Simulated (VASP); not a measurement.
Data:

```xyz
3
Lattice="1.9185 -3.3229 0.0000 1.9185 3.3229 0.0000 0.0000 0.0000 6.1342" Properties=species:S:1:pos:R:3 pbc="T T T"
Sn     0.0000     0.0000     0.0000
Se     1.9185     1.1076     1.5937
Se     1.9185    -1.1076     4.5405
```

Computed with vdW-DF-cx, VASP's PBE PAW potentials (set 64) (plane waves; VASP). Settings: 520 eV cut-off, Gaussian smearing of 0.050 eV, potentials Sn_d Se.

Unless said otherwise, spin-orbit coupling is left out, though it shifts the bands of the heavy elements here.

### Question
Give the energies of bands 8 to 16 at the high-symmetry points, in eV from the valence-band maximum.

### Answer

```
band      Γ      M      K      A      L      H
----  -----  -----  -----  -----  -----  -----
8     -6.36  -7.15  -7.37  -5.39  -7.29  -7.29
9     -0.63  -4.33  -3.55  -2.30  -4.88  -4.17
10    -0.63  -3.07  -3.55  -0.76  -2.31  -4.17
11    -0.41  -2.54  -3.25  -0.76  -2.03  -3.72
12    -0.41  -1.50  -1.77  -0.20  -0.98  -0.42
13    -0.14  -0.33  -1.77  -0.20  -0.82  -0.42
14     0.74   1.07   0.90   2.34   0.58   2.16
15     2.95   3.55   6.16   2.82   3.95   4.25
16     4.50   5.02   6.16   4.18   4.55   4.25
```

The gap is indirect, 0.47 eV, from the valence maximum at K-Γ at 0.78 to the conduction minimum at L-M at 0.33.

Measured: gap 0.98 eV (computed value off by -0.51 eV), as given by Joseph M. Gonzalez et al., Physical Review B (2016), arXiv:1609.04381.

The compound is SnSe2 in the 1T layered structure. It was relaxed first.
